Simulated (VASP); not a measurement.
# Be3CdSe4 (P1) in VASP: relaxation of cell and atoms with PBE

Aim: the relaxation of cell and atoms of Be3CdSe4 with PBE.

Everything below comes from runs of VASP 6.6.1. Logs are shortened: lines on timing, memory, paths and dates and some standing lists are left out, and cuts for length are marked.

### Step 1. Starting point

The typed cell holds 8 atoms: a = 6.664 Å, b = 6.573 Å, c = 6.558 Å, α = 130.95°, β = 130.98°, γ = 71.12°.

The cell was built by a generator and needn't be a form met in nature.

### Step 2. Relaxation of cell and atoms, PBE

File INCAR:

```
SYSTEM = Be3CdSe4
PREC = Normal
ENCUT = 520
EDIFF = 1E-5
ISMEAR = 0
SIGMA = 0.05
LREAL = Auto
LASPH = .TRUE.
NELM = 80
ALGO = Fast
ISIF = 3
LWAVE = .FALSE.
LCHARG = .FALSE.
GGA = PE
IBRION = 2
NSW = 110
EDIFFG = -0.03
ISYM = 0
KPAR = 4
```

File KPOINTS:

```
Automatic mesh
0
G
  5 5 5
  0 0 0
```

File POSCAR:

```
Be3CdSe4
1.0
   -2.6919859400      2.8069674800      5.4119446500
    2.7339086900     -2.6540082500      5.3555105000
    2.7166269400      2.6786492600     -5.3342033100
Be Cd Se
3 1 4
Direct
    0.7267718200      0.2309310900      0.4752603000
    0.2708762800      0.7528868700      0.5245875500
    0.9879791100      0.9900380300      0.9706645700
    0.5068519700      0.5048610300      0.0165165800
    0.0436043800      0.0821272600      0.4131166200
    0.9309687200      0.3549754100      0.0230768900
    0.6101565900      0.6232541900      0.5227000200
    0.3761976700      0.8934735500      0.9854715500
```

Potentials or basis: VASP PAW PBE potentials, release 64 (Be, Cd, Se).

On the command line:

```sh
$ cat potpaw_PBE.64/Be/POTCAR potpaw_PBE.64/Cd/POTCAR potpaw_PBE.64/Se/POTCAR > POTCAR
$ mpirun -np 4 vasp_std > vasp.out
```

OUTCAR:

```text
SYSTEM = Be3CdSe4
   PREC = Normal
   ENCUT = 520
   EDIFF = 1E-5
   ISMEAR = 0
   LREAL = Auto
   LASPH = .TRUE.
   NELM = 80
   ISIF = 3
   GGA = PE
   IBRION = 2
   NSW = 110
   EDIFFG = -0.03
   ISYM = 0

 ion  position               nearest neighbor table
   1  0.727  0.231  0.475-   5 2.20   8 2.21   7 2.31   6 2.43
   2  0.271  0.753  0.525-   8 2.11   7 2.15   6 2.36   5 2.45
   3  0.988  0.990  0.971-   6 2.13   5 2.31   7 2.39   8 2.41
   4  0.507  0.505  0.017-   7 2.46   8 2.52   6 2.66   5 2.83
   5  0.044  0.082  0.413-   1 2.20   3 2.31   2 2.45   4 2.83
   6  0.931  0.355  0.023-   3 2.13   2 2.36   1 2.43   4 2.66
   7  0.610  0.623  0.523-   2 2.15   1 2.31   3 2.39   4 2.46
   8  0.376  0.893  0.985-   2 2.11   1 2.21   3 2.41   4 2.52

IMPORTANT INFORMATION: All symmetrisations will be switched off!
NOSYMM: (Re-)initialisation of all symmetry stuff for point group C_1.

----------------------------------------------------------------------------------------

                                     Primitive cell

  volume of cell :     160.9330

  direct lattice vectors                    reciprocal lattice vectors
    -2.691985940  2.806967480  5.411944650    -0.001171386  0.181020374  0.090305495
     2.733908690 -2.654008250  5.355510500     0.183117445 -0.002129050  0.092189738
     2.716626940  2.678649260 -5.334203310     0.182660440  0.181521033 -0.003289816

  length of vectors
     6.664457940  6.572633356  6.558120824     0.202298864  0.205025558  0.257537463

  position of ions in fractional coordinates (direct lattice)
     0.726771820  0.230931090  0.475260300
     0.270876280  0.752886870  0.524587550
     0.987979110  0.990038030  0.970664570
     0.506851970  0.504861030  0.016516580
     0.043604380  0.082127260  0.413116620
     0.930968720  0.354975410  0.023076890
     0.610156590  0.623254190  0.522700020
     0.376197670  0.893473550  0.985471550

  ion indices of the primitive-cell ions
   primitive index   ion index
                 1           1
                 2           2
                 3           3
                 4           4
                 5           5
                 6           6
                 7           7
                 8           8

[... 92 lines left out ...]
  volume/ion in A,a.u.               =      20.12       135.75
  Fermi-wavevector in a.u.,A,eV,Ry     =   1.046188  1.977008 14.891692  1.094509
  Thomas-Fermi vector in A             =   2.181015
   LORBIT       =      0    0 simple, 1 ext, 2 COOP (PROOUT), +10 PAW based schemes
   GGA     = PE    functional components
   LHFCALC =     F    Hartree Fock is set to
   AEXX    =    0.0000 exact exchange contribution
   IVDW    =     0    specifies the selected vdW correction
   LEPSILON=     F    determine dielectric tensor
   LRPA    =     F    only Hartree local field effects (RPA)
 conjugate gradient relaxation of ions
 non-spin polarized calculation
 RMM-DIIS sequential band-by-band and
 Gauss-broadening in eV      SIGMA  =   0.05
  energy-cutoff  :      520.00
  volume of cell :      160.93
 maximum number of plane-waves:      4349
   NGX = 25   NGY = 25   NGZ = 25

--------------------------------------- Ionic step        1  -------------------------------------------

 number of electron      41.9999995 magnetization

 Free energy of the ion-electron system (eV)
  ---------------------------------------------------
  ext. energy  EPLUGINS =         0.00000000
  ---------------------------------------------------
  free energy    TOTEN  =       -30.87905289 eV

  energy without entropy =      -30.87905289  energy(sigma->0) =      -30.87905289

------------------------ aborting loop because EDIFF is reached ----------------------------------------

  FORCE on cell =-STRESS in cart. coord.  units (eV):
  Direction    XX          YY          ZZ          XY          YZ          ZX
  --------------------------------------------------------------------------------------
  -------------------------------------------------------------------------------------
  Total        1.5053354      0.6917381      1.9144000     -0.3840781     -2.6699533     -1.4253186
  in kB       14.9864504      6.8866373     19.0589159     -3.8237107    -26.5808696    -14.1898387
  external PRESSURE =      13.6440012 kB  Pullay stress =       0.0000000 kB
[... 107 lines left out ...]
  FREE ENERGIE OF THE ION-ELECTRON SYSTEM (eV)
  ---------------------------------------------------
  free  energy   TOTEN  =       -31.4583440363 eV

  energy  without entropy=      -31.4583440363  energy(sigma->0) =      -31.45834404

[... ionic steps 4 to 9 ...]

--------------------------------------- Ionic step       10  -------------------------------------------

 number of electron      42.0000004 magnetization

------------------------ aborting loop because EDIFF is reached ----------------------------------------
[... 79 lines left out ...]
--------------------------------------- Ionic step       12  -------------------------------------------

 number of electron      42.0000004 magnetization

 Free energy of the ion-electron system (eV)
  ---------------------------------------------------
  ext. energy  EPLUGINS =         0.00000000
  ---------------------------------------------------
  free energy    TOTEN  =       -31.61036044 eV

  energy without entropy =      -31.61036044  energy(sigma->0) =      -31.61036044

 E-fermi :   2.6963     XC(G=0):  -9.2486

 val. band max:        2.4807507496   @ k =   0.0000   0.0000   0.0000
 cond. band min:       5.0733269142   @ k =   0.0000   0.0000   0.0000
 fundamental gap:      2.5925761647
 Fermi energy:         2.6963496137

 k-point     1 :       0.0000    0.0000    0.0000
  band No.  band energies     occupation
      1     -10.8933      2.00000
      2      -9.5427      2.00000
      3      -9.5050      2.00000
      4      -9.5033      2.00000
      5      -5.1667      2.00000
      6      -5.1497      2.00000
[... 685 lines left out ...]
     25       7.2448      0.00000
     26       7.6554      0.00000

 [... further k-points ...]

------------------------ aborting loop because EDIFF is reached ----------------------------------------

  FORCE on cell =-STRESS in cart. coord.  units (eV):
  Direction    XX          YY          ZZ          XY          YZ          ZX
  --------------------------------------------------------------------------------------
  -------------------------------------------------------------------------------------
  Total        0.0383248     -0.0093742      0.0958745      0.0107112     -0.0382345     -0.0263505
  in kB        0.3834757     -0.0937978      0.9593137      0.1071751     -0.3825714     -0.2636611
  external PRESSURE =       0.4163305 kB  Pullay stress =       0.0000000 kB
[... 23 lines left out ...]
  FREE ENERGIE OF THE ION-ELECTRON SYSTEM (eV)
  ---------------------------------------------------
  free  energy   TOTEN  =       -31.6103604394 eV

  energy  without entropy=      -31.6103604394  energy(sigma->0) =      -31.61036044

 reached required accuracy - stopping structural energy minimisation
```

Run time: 13 min. Hardware: 4 MPI ranks of Intel Xeon Platinum 8375C at 2.90GHz (Ice Lake), shared host; peak memory 0.36 GiB.

What came out:

- Free energy: -31.6104 eV
- Relaxed volume: 20.02 Å³/atom
- Relaxed cell: a = 6.615 Å, b = 6.608 Å, c = 6.607 Å, α = 131.18°, β = 131.18°, γ = 71.49°
- Space group after relaxing (to 0.05 Å): I-42m (No. 121)
- Energy gained by relaxing: 91.4 meV/atom
- Ionic steps: 12
- Pressure after relaxing: 0.0 GPa
- Largest force after relaxing: 0.025 eV/Å
- Band gap on the k mesh: 2.59 eV, direct

Forces in eV/Å, atoms in the order of the input:
```
Be  -0.003  0.002  0.005
Be  -0.011  0.019  0.008
Be  -0.010 -0.007  0.005
Cd   0.017 -0.009  0.007
Se  -0.002  0.023  0.005
Se  -0.001 -0.012 -0.010
Se   0.006 -0.001 -0.025
Se   0.004 -0.015  0.005
```

Stress tensor (GPa, compression positive):
```
 0.04  0.01 -0.03
 0.01 -0.01 -0.04
-0.03 -0.04  0.10
```

The path:
| step | energy change (eV) | largest force (eV/Å) | pressure (GPa) | volume (Å³) |
| --- | --- | --- | --- | --- |
| 1 | 0.0000 | 1.8133 | 1.36 | 160.93 |
| 2 | -0.5297 | 0.8178 | -1.56 | 164.90 |
| 3 | -0.5793 | 0.4997 | -2.24 | 166.59 |
| 4 | -0.6998 | 0.2836 | 0.14 | 160.05 |
| 5 | -0.7014 | 0.2781 | 0.46 | 159.28 |
| 6 | -0.7200 | 0.1466 | 0.07 | 160.14 |
| 7 | -0.7201 | 0.1482 | 0.04 | 160.19 |
| 8 | -0.7245 | 0.1216 | -0.07 | 160.43 |
| 9 | -0.7276 | 0.0765 | -0.25 | 160.87 |
| 10 | -0.7300 | 0.0571 | 0.10 | 159.96 |
| 11 | -0.7301 | 0.0565 | 0.17 | 159.75 |
| 12 | -0.7313 | 0.0254 | 0.04 | 160.12 |

Final structure:
```xyz
8
Lattice="-2.7290 2.7371 5.3682 2.7308 -2.7264 5.3637 2.7299 2.7275 -5.3630" Properties=species:S:1:pos:R:3 pbc="T T T"
Be   -0.0234    2.7135    2.6545
Be    2.7070   -0.0163    2.6522
Be    2.7003    2.7252    5.3397
Cd    2.6843    2.7206   -0.0312
Se    1.1782    1.1820   -1.5040
Se    1.1756    4.2485    1.4499
Se    1.4991    1.5086    3.8727
Se    4.2221    1.2001    1.4376
```

Caveat: an odd mesh through Γ misses points on the zone boundary, where band edges often lie.
